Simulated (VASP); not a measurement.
VASP input:

**INCAR**
```
# general
SYSTEM   =  GaP
PREC     =  Accurate
ENCUT    =  400
LREAL    =  .False.
LASPH    =  .True.

# electronic loop
EDIFF    =  1E-6
NELM     =  100
ALGO     =  Normal
LMAXMIX  =  4

# smearing
ISMEAR   =  0
SIGMA    =  0.05

# ions
IBRION   =  2
NSW      =  60
ISIF     =  3
EDIFFG   =  -0.01

# output
LWAVE    =  .False.
LCHARG   =  .False.
```

POSCAR:
```
GaP
1
    0.0000000000     2.7258100000     2.7258100000
    2.7258100000     0.0000000000     2.7258100000
    2.7258100000     2.7258100000     0.0000000000
Ga P
1 1
Direct
  0.0000000000   0.0000000000   0.0000000000
  0.2500000000   0.2500000000   0.2500000000
```

**KPOINTS**
```
Automatic mesh
0
Gamma
8 8 8
0 0 0
```

POTCAR, in this order: Ga_d P (LDA.64 set). Program: vasp_std.

Task: Write an equivalent input for Quantum ESPRESSO's pw.x.

Result: One equivalent input (not run):
```
&CONTROL
  calculation = 'vc-relax'
  pseudo_dir = './pseudo'
  outdir = './out'
  tprnfor = .true.
  tstress = .true.
  nstep = 60
  forc_conv_thr = 0.00039
/
&SYSTEM
  ibrav = 0
  nat = 2
  ntyp = 2
  ecutwfc = 80
  occupations = 'smearing'
  smearing = 'gaussian'
  degauss = 0.003675
  input_dft = 'pz'
/
&ELECTRONS
  conv_thr = 7.3e-08
  electron_maxstep = 100
/
&IONS
/
&CELL
/
ATOMIC_SPECIES
  Ga 69.723 Ga.upf
  P 30.974 P.upf
CELL_PARAMETERS angstrom
     0.0000000    2.7258100    2.7258100
     2.7258100    0.0000000    2.7258100
     2.7258100    2.7258100    0.0000000
ATOMIC_POSITIONS crystal
  Ga   0.0000000  0.0000000  0.0000000
  P    0.2500000  0.2500000  0.2500000
K_POINTS automatic
  8 8 8 0 0 0
```
Limits of the translation: the potentials are each code's own (VASP's PAW set, PseudoDojo norm-conserving files in pw.x), so ENCUT and ecutwfc are chosen apart and not converted; conv_thr bounds pw.x's estimated SCF error, while EDIFF bounds the energy change between steps; forc_conv_thr acts on force components and is met together with etot_conv_thr.

The structure comes from a computed database's GaP entry (F-43m); how it stands against other phases isn't given here. This run relaxes it. Symmetry was kept, so distortions that lower it aren't found.
